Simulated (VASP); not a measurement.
A convergence study with VASP on GdN (rock salt): one setting is varied, all else stays as given below, so the limit is that of these other settings.

```yaml
crystal:
  lattice:
    - [0.00000, 2.49000, 2.49000]
    - [2.49000, 0.00000, 2.49000]
    - [2.49000, 2.49000, 0.00000]
  atoms:
    - { symbol: Gd, position: [0.00000, 0.00000, 0.00000] }
    - { symbol: N, position: [0.50000, 0.50000, 0.50000] }
```

Method: PBE GGA, VASP's PBE PAW potentials (set 64) (plane waves; VASP). The tightest run used: 700 eV cut-off, 18×18×18 Γ-centred mesh, tetrahedra with Blöchl corrections, potentials Gd_3 N.

The 4f electrons are frozen in the core of the lanthanide potential, so 4f levels, which can set the real gap, and their magnetism are missing.

Task: The settings run are 3×3×3 mesh; 4×4×4 mesh; 5×5×5 mesh; 6×6×6 mesh; 7×7×7 mesh; 8×8×8 mesh; 9×9×9 mesh; 10×10×10 mesh; 11×11×11 mesh; 12×12×12 mesh; 13×13×13 mesh; 14×14×14 mesh; 15×15×15 mesh; 16×16×16 mesh; 17×17×17 mesh; 18×18×18 mesh. From which on does the energy per atom stay within 0.005 eV/atom of the tightest run?

Result: From 7×7×7 mesh on: it is off by 0.0034 there and by no more than 0.005 in any finer run, while 6×6×6 mesh is off by 0.0066.
| setting | E (eV/atom) | pressure (GPa) | irreducible k-points | difference judged (eV/atom) |
|---|---|---|---|---|
| 3×3×3 mesh | -7.9667 | 2.21 | 4 | 0.1185 |
| 4×4×4 mesh | -8.0492 | 0.90 | 8 | 0.0360 |
| 5×5×5 mesh | -8.0709 | 0.45 | 10 | 0.0144 |
| 6×6×6 mesh | -8.0787 | 0.24 | 16 | 0.0066 |
| 7×7×7 mesh | -8.0818 | 0.14 | 20 | 0.0034 |
| 8×8×8 mesh | -8.0834 | 0.08 | 29 | 0.0019 |
| 9×9×9 mesh | -8.0841 | 0.04 | 35 | 0.0011 |
| 10×10×10 mesh | -8.0846 | 0.01 | 47 | 0.0007 |
| 11×11×11 mesh | -8.0848 | 0.00 | 56 | 0.0004 |
| 12×12×12 mesh | -8.0850 | 0.05 | 72 | 0.0003 |
| 13×13×13 mesh | -8.0851 | -0.01 | 84 | 0.0002 |
| 14×14×14 mesh | -8.0851 | -0.03 | 104 | 0.0001 |
| 15×15×15 mesh | -8.0852 | -0.04 | 120 | 0.0001 |
| 16×16×16 mesh | -8.0852 | -0.03 | 145 | 0.0000 |
| 17×17×17 mesh | -8.0852 | -0.01 | 165 | 0.0000 |
| 18×18×18 mesh | -8.0852 | -0.04 | 195 | 0.0000 |

Left out are rungs that failed or repeat a setting and relaxations that didn't move; long series are thinned to 24 rows.

The compound is GdN in the rock salt structure. The cell was not relaxed at this level.
